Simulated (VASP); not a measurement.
Method: optB88-vdW, VASP's PBE PAW potentials (set 64) (plane waves; VASP).

A VASP calculation is set up with these files.

KPOINTS:
```
K-points
0
gamma
15 15 8
```

### POSCAR
```
Zr
1
    1.6057036257    -2.7811602084     0.0000000000
    1.6057036257     2.7811602084    -0.0000000000
   -0.0000000000    -0.0000000000     5.1746182497
Zr
2
Direct
  0.3333330000   0.6666670000   0.2500000000
  0.6666670000   0.3333330000   0.7500000000
```

### INCAR
```
AGGAC = 0.0
ALGO = Normal
EDIFF = 1E-7
ENCUT = 520
GGA = BO
ISIF = 2
ISMEAR = -5
LASPH = .TRUE.
LCHARG = .TRUE.
LMAXMIX = 4
LORBIT = 11
LREAL = .FALSE.
LUSE_VDW = .TRUE.
LWAVE = .FALSE.
NEDOS = 601
NELM = 100
PARAM1 = 0.1833333333
PARAM2 = 0.22
PREC = Accurate
SYSTEM = Zr
```

POTCAR, in this order: Zr_sv (PBE.64 set). Program: vasp_std.

The run wrote:

OSZICAR:
```
       N       E                     dE             d eps       ncg     rms          rms(c)
DAV:   1     0.222931312381E+03    0.22293E+03   -0.13627E+04  4328   0.149E+03
DAV:   2     0.242205399449E+01   -0.22051E+03   -0.21883E+03  5480   0.413E+02
DAV:   3    -0.118419879957E+02   -0.14264E+02   -0.14202E+02  8296   0.782E+01
DAV:   4    -0.120888794409E+02   -0.24689E+00   -0.24687E+00  4648   0.115E+01
DAV:   5    -0.120960388153E+02   -0.71594E-02   -0.71585E-02  6840   0.128E+00    0.144E+01
DAV:   6    -0.116009449893E+02    0.49509E+00   -0.79899E-01  4440   0.784E+00    0.587E+00
DAV:   7    -0.115092837358E+02    0.91661E-01   -0.51679E-01  5936   0.557E+00    0.105E+00
DAV:   8    -0.115153338205E+02   -0.60501E-02   -0.40337E-02  5592   0.177E+00    0.196E-01
DAV:   9    -0.115152518533E+02    0.81967E-04   -0.10890E-03  5280   0.347E-01    0.432E-02
DAV:  10    -0.115152048190E+02    0.47034E-04   -0.38135E-05  6224   0.601E-02    0.168E-02
DAV:  11    -0.115152055975E+02   -0.77848E-06   -0.79138E-06  4736   0.312E-02    0.703E-03
DAV:  12    -0.115152060606E+02   -0.46313E-06   -0.44979E-07  4632   0.700E-03    0.279E-03
DAV:  13    -0.115152059319E+02    0.12869E-06   -0.10641E-07  2976   0.365E-03    0.110E-03
DAV:  14    -0.115152059813E+02   -0.49432E-07   -0.34326E-08  2856   0.235E-03
   1 F= -.11515206E+02 E0= -.11515206E+02  d E =0.000000E+00
```

**OUTCAR**
```
------------------------ aborting loop because EDIFF is reached ----------------------------------------
  FORCE on cell =-STRESS in cart. coord.  units (eV):
  Direction    XX          YY          ZZ          XY          YZ          ZX
  --------------------------------------------------------------------------------------
  Total        0.0273514      0.0273514     -0.0639544      0.0000000      0.0000000      0.0000000
  in kB        0.9481776      0.9481776     -2.2170797      0.0000000      0.0000000      0.0000000
  external PRESSURE =      -0.1069082 kB  Pullay stress =       0.0000000 kB
  volume of cell :       46.22
      direct lattice vectors                 reciprocal lattice vectors
     1.605703626 -2.781160208  0.000000000     0.311389968 -0.179781085  0.000000000
     1.605703626  2.781160208  0.000000000     0.311389968  0.179781085  0.000000000
     0.000000000  0.000000000  5.174618250     0.000000000  0.000000000  0.193250971
 POSITION                                       TOTAL-FORCE (eV/Angst)
 -----------------------------------------------------------------------------------
      1.60570      0.92706      1.29365         0.000000      0.000000      0.000000
      1.60570     -0.92706      3.88096        -0.000000     -0.000000      0.000000
 -----------------------------------------------------------------------------------
    total drift:                                0.000140      0.001134     -0.000019
  FREE ENERGIE OF THE ION-ELECTRON SYSTEM (eV)
  ---------------------------------------------------
  free  energy   TOTEN  =       -11.5152059813 eV

  energy  without entropy=      -11.5152059813  energy(sigma->0) =      -11.51520598

 total charge

# of ion       s       p       d       tot
------------------------------------------
    1        2.236   5.953   1.663   9.852
    2        2.236   5.953   1.663   9.852
--------------------------------------------------
tot          4.473  11.906   3.326  19.705
```
(Selected blocks of OUTCAR.)

For a metal the tetrahedron method with Blöchl corrections gives inexact stress and forces.

The compound is Zr in the hcp structure. It was relaxed first.
